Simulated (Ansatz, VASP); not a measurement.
# GaAsH2 (GaAs wire along [111], 24 atoms a period, H-terminated) in two plane-wave programs, part 3 of 3

Aim: how closely do two programs agree when they are given the same cell, functional and k mesh? Of the first pair: The structure shown is the start of the Ansatz relaxation below; VASP solves that cell, so the two are compared at the walk's first step.

VASP 6.6.1 and Ansatz 0.2.0.

So far. Step 4 (Side by side): The forces differ by 29 meV/Å r.m.s., which is 9.9 % of the r.m.s. force of 0.291 eV/Å (both taken over all components).

### Step 6. VASP: single point, PBE, relaxed cell, pair 2

Level of this step: PBE; plane waves and PAW (Ga_d, As, H) (VASP).

The same cell, functional, mesh and smearing now go to VASP, with its own data sets.

Contents of INCAR:

```
SYSTEM = GaAsH2
PREC = Accurate
ENCUT = 500
EDIFF = 1E-06
NELM = 120
ISMEAR = -1
SIGMA = 0.05
LREAL = Auto
ALGO = Normal
GGA = PE
NBANDS = 160
LORBIT = 11
LWAVE = .FALSE.
LCHARG = .FALSE.
ISIF = 2
LASPH = .TRUE.
GGA_COMPAT = .FALSE.
EFERMI = MIDGAP
KPAR = 4
```

Contents of POSCAR:

```
GaAsH2
1.0
   15.4790000000      0.0000000000      0.0000000000
    0.0000000000     16.7930000000      0.0000000000
    0.0000000000      0.0000000000      9.9494402370
Ga As H
12 12 24
Direct
    0.2974045477      0.5013212555      0.9965683402
    0.4342543722      0.7192265216      0.9903084917
    0.2973130650      0.6454931115      0.3249631895
    0.4397206967      0.4394498974      0.3471683053
    0.5689304144      0.6448808418      0.3298913631
    0.7051570496      0.4266509130      0.3236564585
    0.2949123232      0.3566278672      0.6570154391
    0.4395264211      0.5622150388      0.6805081593
    0.5680012099      0.3563595306      0.6631984298
    0.7043427813      0.5728781636      0.6583173698
    0.4326999901      0.2842290841      0.9916551242
    0.5550236692      0.5009643949      0.0138343849
    0.3112112784      0.5055906218      0.2476136155
    0.4353410144      0.3032923946      0.2423347491
    0.4332878241      0.7036824291      0.2423901109
    0.5709244564      0.5031016933      0.2594725046
    0.3138317897      0.6338223196      0.5756546108
    0.4337900219      0.4256471987      0.5928005311
    0.5659478542      0.6316960216      0.5809429039
    0.6910874129      0.4352310699      0.5757328252
    0.3099965222      0.3636192646      0.9090960012
    0.4295819299      0.5738248157      0.9261451957
    0.5571365478      0.3653044361      0.9142554222
    0.6851509327      0.5655102625      0.9090050975
    0.2113809362      0.6884619434      0.2867441213
    0.6507221399      0.6929746308      0.2850632172
    0.6899392505      0.3378137880      0.2815705524
    0.7849282208      0.4771268655      0.2782406121
    0.2334009413      0.4624126475      0.3066478679
    0.3611717605      0.2572169174      0.3052860223
    0.4321687328      0.7879081548      0.2995468128
    0.5082506821      0.2542084774      0.3020403460
    0.2189780448      0.4131110000      0.6149405726
    0.3025253936      0.2677048413      0.6116548130
    0.5723044002      0.2670179405      0.6183514322
    0.7876765105      0.6200075371      0.6200913643
    0.2312344032      0.6001828658      0.6352960187
    0.3076657857      0.7160538884      0.6386477437
    0.5642886821      0.7153946325      0.6399859681
    0.7707831255      0.3940103432      0.6328849603
    0.2112844477      0.5424784044      0.9516349363
    0.3468941745      0.7575773329      0.9449638506
    0.4353205640      0.1941279736      0.9535181161
    0.5253255940      0.7514531924      0.9481683983
    0.2314439042      0.3205742018      0.9662542652
    0.6366146432      0.3247740823      0.9732626109
    0.6948143413      0.6482645772      0.9686491282
    0.7655144744      0.5293410283      0.9719785987
```

Contents of KPOINTS:

```
Automatic mesh
0
Gamma
1 1 9
0 0 0
```

The projector-augmented-wave data sets are Ga_d, As and H (PBE family, release 64).

The run is started by

```console
mpirun -np 8 vasp_std
```

Numbers of over 12 decimals in the logs are rounded to 6 here.

What it wrote:

```text
[banner, memory and clock lines left out]
running    8 mpi-ranks, on    1 nodes
[...]
[... a notice as in an earlier step ...]

 LDA part: xc-table for (Slater+PW92), standard interpolation
 POSCAR, INCAR and KPOINTS ok, starting setup
[...]
entering main loop
       N       E                     dE             d eps       ncg     rms          rms(c)
DAV:   1     0.161337568589E+04    0.16134E+04   -0.91927E+04  1928   0.122E+03
DAV:   2     0.460005214988E+02   -0.15674E+04   -0.15021E+04  2200   0.285E+02
DAV:   3    -0.165757901576E+03   -0.21176E+03   -0.21016E+03  2112   0.112E+02
DAV:   4    -0.180161014532E+03   -0.14403E+02   -0.14370E+02  2096   0.317E+01
[...]
DAV:  23    -0.172527891638E+03   -0.90688E-05   -0.65798E-07  1320   0.347E-03    0.290E-04
DAV:  24    -0.172527893845E+03   -0.22078E-05   -0.29134E-07  1304   0.228E-03    0.222E-04
DAV:  25    -0.172527894504E+03   -0.65849E-06   -0.17965E-07  1352   0.160E-03
   1 F= -.17252789E+03 E0= -.17252789E+03  d E =-.123283E-11
```

Parts of OUTCAR (step 6):

```text
  Total        0.4874547      0.5098683      0.3481885     -0.0006120     -0.0098526     -0.0051684
  in kB        0.3019778      0.3158630      0.2157025     -0.0003791     -0.0061037     -0.0032018
  external PRESSURE =       0.2778478 kB  Pullay stress =       0.0000000 kB

 POSITION                                       TOTAL-FORCE (eV/Angst)
 -----------------------------------------------------------------------------------
      4.60352      8.41869      9.91530        -0.037321      0.017880     -0.009533
      6.72182     12.07797      9.85302         0.002582      0.032226     -0.021647
      4.60211     10.83977      3.23320        -0.037779      0.019357     -0.014399
      6.80644      7.37968      3.45413        -0.006705     -0.012471     -0.005003
      8.80647     10.82948      3.28223         0.033216      0.024663     -0.010497
     10.91513      7.16475      3.22020         0.028249     -0.019906     -0.022077
      4.56495      5.98885      6.53694        -0.029621     -0.014027     -0.020639
      6.80343      9.44128      6.77068        -0.007113      0.010942     -0.005474
      8.79209      5.98435      6.59845         0.003804     -0.041029     -0.010334
     10.90252      9.62034      6.54989         0.033896      0.023417     -0.013360
      6.69776      4.77306      9.86641         0.003178     -0.040857     -0.014256
      8.59121      8.41270      0.13764         0.014185      0.001600     -0.004982
      4.81724      8.49038      2.46362         0.057681      0.040181     -0.028738
      6.73864      5.09319      2.41110         0.003163      0.078262     -0.053693
[...]
-----------------------------------------------------------------------------------
    total drift:                                0.001751      0.002372      0.008301

  FREE ENERGIE OF THE ION-ELECTRON SYSTEM (eV)
  ---------------------------------------------------
  free  energy   TOTEN  =      -172.5278945040 eV

  energy  without entropy=     -172.5278945040  energy(sigma->0) =     -172.52789450

[... 1 part as in an earlier step ...]

[... 2 further parts left out ...]
[key lines of the parts left out:]
E-fermi :  -2.0824
```

### Step 7. Differences

What differs besides the data sets and the points named for the pairs above, as far as they apply: the data sets hold 360 valence electrons in Ansatz (on its default PAW (the set named soft_2) files) and 240 in VASP; the cutoff is 420 eV in Ansatz and 500 eV in VASP (PREC = Accurate, projectors in real space); Ansatz's pressure holds a Pulay correction, VASP's none. Total energies have different zeros and are not compared.

The two programs side by side:

```tsv
quantity	Ansatz	VASP	difference
pressure (GPa)	0.01	0.03	-0.02
gap on the k mesh (eV)	2.890	2.889	+0.001
```

Forces on 7 of the 48 atoms, those with the largest forces and the largest differences (eV/Å; atoms numbered as in POSCAR):

```tsv
atom	Ansatz x, y, z	VASP x, y, z
As14	0.004, 0.000, 0.006	0.003, 0.078, -0.054
As17	-0.002, -0.003, 0.006	0.066, -0.043, -0.055
As24	-0.002, 0.003, 0.006	-0.073, -0.038, -0.056
H30	-0.001, 0.000, 0.000	-0.063, -0.044, 0.034
H38	0.001, 0.001, 0.000	-0.006, 0.076, 0.034
H39	-0.001, 0.002, -0.003	-0.002, 0.077, 0.028
H48	0.001, -0.001, 0.000	0.069, -0.033, 0.034
```

The forces differ by 33 meV/Å r.m.s., where the r.m.s. force is 0.004 eV/Å in Ansatz and 0.034 eV/Å in VASP: the atoms lie near their places of rest in Ansatz, so a percentage would say little (all taken over all components). A gap on the mesh is an upper bound, since the band edges may lie between its points.

### Step 8. Summary of results

- r.m.s. force difference (single point, PBE, start cell, pair 1): 9.9 % of the r.m.s. force
- r.m.s. force difference (single point, PBE, relaxed cell, pair 2): 33 meV/Å

The r.m.s. force difference is 9.9 % of the r.m.s. force (single point, PBE, start cell, pair 1), beyond the 3 % picked in this series as the mark of a large difference. The data sets hold unlike numbers of valence electrons (360 in Ansatz and 240 in VASP), so part of the differences comes from the potentials. What causes the difference of the single point, PBE, start cell, pair 1 pair stays open here. What causes the difference of the single point, PBE, relaxed cell, pair 2 pair stays open here. Such differences can come from data sets, numerical settings and the points named under the comparisons, not from the functional's error against experiment.

[Lines on the potential files, build, host, timing and source positions are cut from VASP's logs without a mark.]

[Logs are printed without paths, hosts, clocks, repeated set-up lines and the standing remarks that a program may print on its own settings, such as how far it seeks lower states.]

[Hosts, paths, dates, database ids (printed as entryN), source tags and the programs' standing remarks are cut or masked in the printed files.]
